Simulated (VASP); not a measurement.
Input:

```
Ba
1.0
   -2.44748     2.44748     2.44748
    2.44748    -2.44748     2.44748
    2.44748     2.44748    -2.44748
Ba
1
Direct
  0.00000   0.00000   0.00000
```

Level of theory: PBEsol GGA, VASP's PBE PAW potentials (set 64) (plane waves; VASP 6.6.1). Run with 480 eV cut-off, 10×10×10 Γ-centred mesh, first-order Methfessel-Paxton smearing of 0.10 eV, potentials Ba_sv.

Each row applies one change to this cell, which was relaxed at other settings and keeps the small stress of the first row; at a fixed cut-off the stress holds a Pulay part, so it need not integrate to ΔE exactly. Stress is in GPa, positive when the cell is compressed.

| change | ΔE (meV/atom) | σxx | σyy | σzz | largest shear component, with its sign (GPa) | largest force (eV/Å) |
|---|---|---|---|---|---|---|
| none | 0.0 | 0.01 | 0.01 | 0.01 | 0.00 | 0.000 |
| isotropic strain of +4.0 % | [?] | [?] | [?] | [?] | [?] | [?] |
| biaxial strain of -2.0 % in the xy plane | 3.1 | 0.44 | 0.44 | 0.35 | 0.00 | 0.000 |
| biaxial strain of -1.0 % in the xz plane | 0.8 | 0.21 | 0.17 | 0.21 | 0.00 | 0.000 |
| uniaxial strain of +4.0 % along x | [?] | [?] | [?] | [?] | [?] | [?] |
| isotropic strain of -0.5 % | 0.4 | 0.15 | 0.15 | 0.15 | 0.00 | 0.000 |
| biaxial strain of -3.0 % in the xy plane | 7.1 | 0.68 | 0.68 | 0.55 | 0.00 | 0.000 |
| isotropic strain of +3.0 % | 12.6 | -0.72 | -0.72 | -0.72 | 0.00 | 0.000 |

Problem. Fill in the missing entries.

Solution. 
- uniaxial strain of +4.0 % along x, ΔE (meV/atom): 3.4
- uniaxial strain of +4.0 % along x, σxx: -0.46
- uniaxial strain of +4.0 % along x, σyy: -0.29
- uniaxial strain of +4.0 % along x, σzz: -0.29
- uniaxial strain of +4.0 % along x, largest shear component, with its sign (GPa): 0.00
- uniaxial strain of +4.0 % along x, largest force (eV/Å): 0.000
- isotropic strain of +4.0 %, ΔE (meV/atom): 22.1
- isotropic strain of +4.0 %, σxx: -0.92
- isotropic strain of +4.0 %, σyy: -0.92
- isotropic strain of +4.0 %, σzz: -0.92
- isotropic strain of +4.0 %, largest shear component, with its sign (GPa): 0.00
- isotropic strain of +4.0 %, largest force (eV/Å): 0.000

Failed runs are left out, and for metals the shear rows, which the mesh's noise covers.

The compound is Ba in the bcc structure.
